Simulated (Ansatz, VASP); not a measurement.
# Cross-check of As4C3 between VASP and Ansatz

Wanted: the spread between two codes on one cell, functional and k mesh. The cell is generated by rule, not measured, and may not be a known phase. The cell is taken from a series of runs on this material, whose earlier steps may have relaxed, scaled, displaced or heated it; both programs get it as it stands.

Program: Ansatz 0.2.0. Level of theory: plane waves, with VASP 6.6.1 beside it; relaxation of cell and atoms at PBEsol. Results are calculated unless marked as measured.

The structure was built from a prototype and need not be the compound's stable phase.

## 1. Starting point

It takes space group P-43m (No. 215, cubic). Conventional cell: a = 4.539 Å, b = 4.539 Å, c = 4.539 Å, α = 90.00°, β = 90.00°, γ = 90.00°. Nearest to C lie 4 As at 2.03 Å. Nearest to As lie 3 C at 2.03 Å. Farther neighbours are not listed.

## 2. Ansatz: relaxation of cell and atoms, PBEsol, pair 1

Ansatz runs on its default PAW (the set named soft_2) files.

The relaxed volume is the usual yardstick between codes: in a stiff, nearly cubic crystal its relative difference is about their pressure difference at one cell divided by the bulk modulus.

input.yaml

```yaml
crystal:
  lattice:
    - [4.5393857925, 0.0, 0.0]
    - [0.0, 4.5393857925, 0.0]
    - [0.0, 0.0, 4.5393857925]
  atoms:
    - { symbol: C, position: [0.0, 0.0, 0.5] }
    - { symbol: C, position: [0.5, 0.0, 0.0] }
    - { symbol: C, position: [0.0, 0.5, 0.0] }
    - { symbol: As, position: [0.2726731756, 0.2726731756, 0.7273268244] }
    - { symbol: As, position: [0.7273268244, 0.7273268244, 0.7273268244] }
    - { symbol: As, position: [0.2726731756, 0.7273268244, 0.2726731756] }
    - { symbol: As, position: [0.7273268244, 0.2726731756, 0.2726731756] }
kpoints:
  mp_grid: { grid: [8, 8, 8] }
hamiltonian:
  xc: pbesol
scf:
  occupations: { method: methfessel_paxton, width: 0.2 }
output:
  forces: true
  stress: true
  eigenvalues: true
relax:
  adjacent_minimum: "off"
  f_tol: 0.001
  max_steps: 60
  cell: { stress_tol: 0.01 }
```

On the command line:

```
$ ansatz run input.yaml --threads 8 --pin off --max-ram 14336MiB --backend cpu --events-out ev --progress --plain --runs-dir out
```

Numbers of over 12 decimals in the logs are rounded to 6 here.

The log of the run:

```text
Engine: ansatz 0.2.0, x86_64-unknown-linux-gnu
Pseudopotentials: kind: paw
Pseudopotential: C, paw, valence charge 4, recommended cutoff 420 eV (normal), C.paw.azcp
Pseudopotential: As, paw, valence charge 15, recommended cutoff 420 eV (normal), As.paw.azcp
Functional definition: PBEsol
  exchange = pbesol_x
  correlation = pbesol_c
Crystal: 7 atoms, lattice volume = 93.539 Å³
Basis set: ecut = 420 eV, 1839 PW (Γ), exchange–correlation on 64×64×64 points (8 copies of the dense FFT grid, shifted against one another)
Bands: 44, of which v1, the nominal top of the filled ones, is band 36 counted from 1 (35 counted from 0)
Symmetry: 24 space group operations
Space group: P-43m (ITA 215), of the structure as read, at distance tolerance 4.5e-5 Å
k-points: 35 of 512 (time reversal used)
Non-local potential: C, projectors of the file, l = 0: 2, l = 1: 2, l = 2: 1
Non-local potential: As, projectors of the file, l = 0: 2, l = 1: 2, l = 2: 3, l = 3: 1
PAW form: soft (Blöchl's): semilocal exchange-correlation on the pseudo side does not see the compensation charge
PAW frozen core: C, regenerated for the run's functional, and the local potential with it (the file was generated under x = pbe(κ = 0.804, μ = 0.219515), c = pbe(β = 0.066725))
PAW frozen core: As, regenerated for the run's functional, and the local potential with it (the file was generated under x = pbe(κ = 0.804, μ = 0.219515), c = pbe(β = 0.066725))
PAW one-centre angular grid: C, 110 points (default); XC on 64 Gauss nodes
PAW one-centre angular grid: As, 590 points (default); XC on 64 Gauss nodes
Initial density: superposition of atomic densities (neutral atoms: chi_scale 0, normalization atom), corrected by the library's trained network
Initial wavefunctions: pseudopotential atomic-orbital guess
Functional: x = pbesol(κ = 0.804, μ = 0.123457), c = pbesol(β = 0.046)
SCF iter   1: F=—  HF=-19986.478637 eV  |F-HF|=—  |Δ(HF+E_count)|=         —  Δρ=8.85e-3  dr2=1.01e-1  ethr=1.77e-3  ⟨swp⟩=5.2  Hψ=5503  notcnv=0
preconditioner: auto → Resta (q_TF=auto, 2.612 Å⁻¹)  ε∞=5.0  [insulator: Δε(μ)=0.165 eV  Ē_g=10.856 eV  σ=0.200 eV  W_gap=0.52  n_scr=26 (ndim 8)  ℏωp=21.7 eV  f_vac=0.000  D(μ)=1.13/eV (n_scr^D=6)  ε∞_Penn≈5.0]
SCF iter   2: F=—  HF=-19986.453970 eV  |F-HF|=—  |Δ(HF+E_count)|=   2.47e-2  S|Δr|=    0.00e0  Δρ=3.35e-3  dr2=1.06e-2  ethr=1.40e-4  ⟨swp⟩=1.9  Hψ=1910  notcnv=0
preconditioner: auto → Kerker (q_TF=auto, 2.612 Å⁻¹)  [metal: Δε(μ)=0.031 eV  Ē_g=10.861 eV  σ=0.200 eV  W_gap=0.13  n_scr=26 (ndim 8)  ℏωp=21.7 eV  f_vac=0.000  D(μ)=1.11/eV (n_scr^D=6)]
SCF iter   3: F=—  HF=-19986.452073 eV  |F-HF|=—  |Δ(HF+E_count)|=   1.90e-3  S|Δr|=    0.00e0  Δρ=1.51e-3  dr2=2.44e-3  ethr=1.47e-5  ⟨swp⟩=3.0  Hψ=2771  notcnv=0
SCF iter   4: F=—  HF=-19986.451716 eV  |F-HF|=—  |Δ(HF+E_count)|=   3.57e-4  S|Δr|=    0.00e0  Δρ=4.56e-4  dr2=2.96e-4  ethr=3.39e-6  ⟨swp⟩=2.0  Hψ=2557  notcnv=0
SCF iter   5: F=—  HF=-19986.451544 eV  |F-HF|=—  |Δ(HF+E_count)|=   1.72e-4  S|Δr|=    0.00e0  Δρ=2.08e-4  dr2=3.60e-5  ethr=4.11e-7  ⟨swp⟩=2.0  Hψ=2720  notcnv=0
SCF iter   6: F=—  HF=-19986.451543 eV  |F-HF|=—  |Δ(HF+E_count)|=   1.56e-6  S|Δr|=    0.00e0  Δρ=4.68e-5  dr2=2.80e-6  ethr=5.00e-8  ⟨swp⟩=2.7  Hψ=2521  notcnv=0
SCF iter   7: F=—  HF=-19986.451543 eV  |F-HF|=—  |Δ(HF+E_count)|=   2.19e-7  S|Δr|=    0.00e0  Δρ=1.47e-5  dr2=3.56e-7  ethr=3.89e-9  ⟨swp⟩=2.8  Hψ=2700  notcnv=0
SCF iter   8: F=-19986.451543 eV  HF=-19986.451543 eV  |F-HF|=4.82e-9  |Δ(HF+E_count)|=   1.23e-8  S|Δr|=    0.00e0  Δρ=3.70e-6  dr2=1.94e-8  ethr=1.39e-10  ⟨swp⟩=8.2  Hψ=5755  notcnv=0
SCF 1 converged in 8 iterations: F = -19986.451543 eV  dr2 = 1.94e-8
  greatest PAW one-centre occupation: 0.999 electrons in one spin orbital (limit 2), on the As atom at site 6 (counted from 0), in its partial waves of l = 2
relax step   1: F+E_penalty+E_count = -19986.45154261 eV  Δ(F+E_penalty+E_count) = +0.000e0 eV  max|allowed force component| = 7.509e-5 eV/Å  Δτ_max = 0.0000 Å  P = -0.025 GPa  Ω = 93.539 Å³  (8 SCF iters, dr2 threshold 1.00e-7 eV, accepted)
[...]
relax step   2: F+E_penalty+E_count = -19986.45156833 eV  Δ(F+E_penalty+E_count) = -2.572e-5 eV  max|allowed force component| = 2.135e-3 eV/Å  Δτ_max = 0.0002 Å  P = -0.004 GPa  Ω = 93.517 Å³  energy of the carried Pulay correction = +2.520e-5 eV  (5 SCF iters, dr2 threshold 1.54e-9 eV, accepted)
[...]
relax step   3: F+E_penalty+E_count = -19986.45157048 eV  Δ(F+E_penalty+E_count) = -2.148e-6 eV  max|allowed force component| = 5.162e-4 eV/Å  Δτ_max = 0.0002 Å  P = +0.005 GPa  Ω = 93.516 Å³  energy of the carried Pulay correction = +2.641e-5 eV  (6 SCF iters, dr2 threshold 2.85e-10 eV, accepted)
[...]
relax step   4: F+E_penalty+E_count = -19986.45152047 eV  Δ(F+E_penalty+E_count) = +5.001e-5 eV  max|allowed force component| = 5.197e-4 eV/Å  Δτ_max = 0.0000 Å  P = +0.005 GPa  Ω = 93.516 Å³  stress off target by 4.69e-3 GPa  SCF on the basis re-selected at this cell (its energy is not comparable with the rows above)  (5 SCF iters)
basis re-selected at this cell: Δ(F+E_penalty+E_count) = +5.001e-5 eV, ΔP = -0.000 GPa vs the last step (what re-selecting the basis moved, of the pressure what is left beyond the Pulay correction that the steps carried, after the strain that the cell walked since its last selection, with what the two solves' SCF thresholds leave and, on support functions, any second-order correction that the steps lacked; it is no m [...]
SCF converged after 5 iterations
Stability not checked: this state was not tested for a lower state beside it, because cold or Methfessel-Paxton smearing, or corrected tetrahedra, fill the levels in a way that the test cannot read (fill_not_monotonic; see scf.lower_state_search)
Free energy (F): -19986.451520 eV
Harris-Foulkes:  -19986.451520 eV  (|F-HF|=3.64e-12)
Internal energy: -19986.452570 eV  (E = F + TS)
E sigma→0 (E₀):  -19986.451783 eV
Entropy (-TS):   0.001049 eV (0.150 meV/atom)
Fermi energy:    12.540835 eV
--- Per-component energies (eV) ---
  E_band       = -773.977274
  E_kinetic    = 674.774447
  E_local      = -6338.013153  (includes V_loc(G=0)·N_el)
  E_nonlocal   = -2587.518403
  E_hartree    = 3536.154382
  E_xc         = -458.141700
  E_vxc        = -495.549033  (∫ρ·V_xc dr)
  E_paw        = -7459.969047  (= ΣΔE_a)
  E_vpaw       = 900.020070  (= ΣTr[D̂ρ^β])
  E_aug_tail   = 0.000051  (compensation charges beyond the density's cutoff)
  E_ewald      = -7357.668162
  E_core_change = 3.929016  (= ΣΔE_core)
  E_smearing   = 0.001049  (= −TS)
  E_closure    = -0.000000  (closes the sum)
  Σ components = -19986.451520   (vs F -19986.451520, Δ=0.00e0)
--- Forces (eV/Å), atoms counted from 1 ---
  atom   1  C     -0.00000000    -0.00000000     0.00000000
  atom   2  C     -0.00000000    -0.00000000    -0.00000000
  atom   3  C     -0.00000000     0.00000000     0.00000000
  atom   4  As     0.00051967     0.00051967    -0.00051967
  atom   5  As    -0.00051967    -0.00051967    -0.00051967
  atom   6  As     0.00051967    -0.00051967     0.00051967
  atom   7  As    -0.00051967     0.00051967     0.00051967
  max |Σ_I F_I| component: 2.72e-16 eV/Å
--- Stress (GPa, compression-positive) ---
        0.004690       0.000000      -0.000000
        0.000000       0.004690      -0.000000
       -0.000000      -0.000000       0.004690
  P = ⅓ Tr σ = 0.0047 GPa (0.047 kbar)
--- Band table (eV; the first three rows and the last of 35) ---
  k-point 0: bands = [... 32 lower, 9.0583, 11.7916, 11.7916, 12.7080, 12.7080, 12.7080, 14.2948, 14.8089, ... 4 higher]
  k-point 1: bands = [... 32 lower, 8.9547, 11.8943, 12.2952, 12.5064, 12.5095, 12.5095, 14.3615, 15.0285, ... 4 higher]
  k-point 2: bands = [... 32 lower, 8.8685, 11.1975, 11.9187, 11.9187, 12.7166, 13.5086, 14.7612, 15.2033, ... 4 higher]
  k-point 34: bands = [... 32 lower, 10.1583, 12.7484, 12.7484, 12.7484, 13.7390, 13.7390, 13.7390, 16.3714, ... 4 higher]
--- Relaxed structure (3 steps of the walk, 3 accepted, 1 SCFs on fresh bases) ---
  F+E_penalty+E_count = -19986.45152047 eV   max|allowed force component| = 5.197e-4 eV/Å   (the final SCF, on the basis selected at the relaxed cell)
  cell:  # Å, volume = 93.5163 Å³
    - [4.539024, 0, 0]
    - [0, 4.539024, 0]
    - [0, 0, 4.539024]
  atoms:
    - { symbol: C, position: [0, 0, 0.5] }
    - { symbol: C, position: [0.5, 0, 0] }
    - { symbol: C, position: [0, 0.5, 0] }
    - { symbol: As, position: [0.272677, 0.272677, 0.727323] }
    - { symbol: As, position: [0.727323, 0.727323, 0.727323] }
    - { symbol: As, position: [0.272677, 0.727323, 0.272677] }
    - { symbol: As, position: [0.727323, 0.272677, 0.272677] }
```

[end of part 1 of 2]

[Lines on the potential files, build, host, timing and source positions are cut from VASP's logs without a mark.]

[Logs are printed without paths, hosts, clocks, repeated set-up lines and the standing remarks that a program may print on its own settings, such as how far it seeks lower states.]

[Hosts, paths, dates, database ids (printed as entryN), source tags and the programs' standing remarks are cut or masked in the printed files.]
